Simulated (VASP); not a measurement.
Energy against volume of KBr (rock salt). Computed with revTPSS meta-GGA, VASP's PBE PAW potentials (set 64) (plane waves; VASP 6.6.1).

```csv
V (Å³/atom),E (eV/atom)
35.212,0.51117
36.336,0.50616
37.460,0.50448
38.583,0.50558
39.707,0.50901
```

Task: Fit a third-order Birch-Murnaghan equation of state.

Result: 
```json
{
  "volume_per_atom": "37.55 Å³/atom",
  "bulk_modulus": "13.1 GPa",
  "pressure_derivative_of_the_bulk_modulus": "4.85",
  "lattice_constant_a": "669.7 pm"
}
```

The compound is KBr in the rock salt structure. It was relaxed first.
